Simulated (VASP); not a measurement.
An input for Ansatz (written as the equivalent of a VASP run, and not itself run):

Ansatz 0.2 input:
```yaml
crystal:
  lattice:
    - [0.0000000, 2.3493710, 2.4338730]
    - [2.4467350, 0.0000000, 2.4338730]
    - [2.4467350, 2.3493710, 0.0000000]
  atoms:
    - { symbol: Ca, position: [0.0000000, 0.0000000, 0.0000000] }
    - { symbol: O, position: [0.4861110, 0.5138890, 0.5138890] }
kpoints:
  mp_grid: { grid: [9, 9, 9] }
hamiltonian:
  xc: pbe
  pseudopotentials: { kind: paw }
scf:
  occupations: { method: gaussian, width: 0.05 }
  max_iter: 100
output: { forces: true, stress: true, eigenvalues: true }
```

Problem. Translate this input to VASP (INCAR, KPOINTS, POSCAR, choice of POTCAR).

Solution. This is not unique; one that fits is 
**INCAR**
```
ALGO = Normal
EDIFF = 1E-6
ENCUT = 520
GGA = PE
ISIF = 2
ISMEAR = 0
LASPH = .TRUE.
LCHARG = .FALSE.
LREAL = .FALSE.
LWAVE = .FALSE.
NELM = 100
PREC = Accurate
SIGMA = 0.05
SYSTEM = CaO
```

File POSCAR:
```
CaO
1
    0.0000000000     2.3493710000     2.4338730000
    2.4467350000     0.0000000000     2.4338730000
    2.4467350000     2.3493710000     0.0000000000
Ca O
1 1
Direct
  0.0000000000   0.0000000000   0.0000000000
  0.4861110000   0.5138890000   0.5138890000
```

KPOINTS:
```
Regular mesh
0
Gamma
9 9 9
```

POTCAR, in this order: Ca_sv O (PBE.64 set). Program: vasp_std.

What does not carry over: each code has its own PAW files, so the cut-off isn't converted (ENCUT is set for VASP's; basis.ecutwfc is left out, and Ansatz then takes the one that its files recommend); Ansatz stops its SCF on the density residual and VASP on the energy change (EDIFF).

The compound is CaO in the rock salt structure. The cell was not relaxed at this level, atoms are displaced from their ideal sites.
